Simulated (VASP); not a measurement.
```yaml
crystal:
  lattice:
    - [2.57040, 0.00000, 0.00000]
    - [0.00000, 2.57040, 0.00000]
    - [0.00000, 0.00000, 2.57040]
  atoms:
    - { symbol: Co, position: [0.00000, 0.00000, 0.00000], spin: 2.5 }
    - { symbol: O, position: [0.50000, 0.50000, 0.50000], spin: 0.5 }
```

Method: PBEsol GGA, VASP's PBE PAW potentials (set 64) (plane waves; VASP). Numerical set-up: 520 eV cut-off, Gaussian smearing of 0.050 eV, potentials Co O.

The moments were started parallel, and other spin orders were not tried in this run.

Question: Give the spin-up energies of bands 2 to 10 at the high-symmetry points, in eV from the Fermi level.

Answer: 
| band | Γ | X | M | R |
|---|---|---|---|---|
| 2 | -4.46 | -9.18 | -6.67 | -7.71 |
| 3 | -4.46 | -4.76 | -6.67 | -7.71 |
| 4 | -2.99 | -4.76 | -3.97 | -7.71 |
| 5 | -2.99 | -4.09 | -3.06 | -1.46 |
| 6 | -2.99 | -2.33 | -3.04 | -1.46 |
| 7 | -2.41 | -1.54 | -3.04 | -0.17 |
| 8 | -2.41 | -0.21 | -2.01 | -0.17 |
| 9 | -2.41 | -0.21 | -1.50 | -0.17 |
| 10 | 1.02 | 6.43 | 5.93 | 6.79 |

Question: Give the spin-down energies of bands 2 to 10 at the high-symmetry points, in eV from the Fermi level.

Answer: 
```csv
band,Γ,X,M,R
2,-2.65,-8.55,-6.04,-6.57
3,-2.65,-3.15,-6.04,-6.57
4,-2.13,-3.15,-2.23,-6.57
5,-2.13,-2.16,-1.09,0.91
6,-2.13,0.60,-0.43,0.91
7,0.49,0.64,-0.30,2.24
8,0.49,1.92,-0.30,2.24
9,0.49,1.92,0.86,2.24
10,1.75,6.94,7.04,7.17
```

It has no gap at this level: it comes out as a metal or semimetal.

The structure was generated: CoO was put into the CsCl type type (Pm-3m), which need not be its known phase. It was relaxed first, which changed the volume by +9 %.
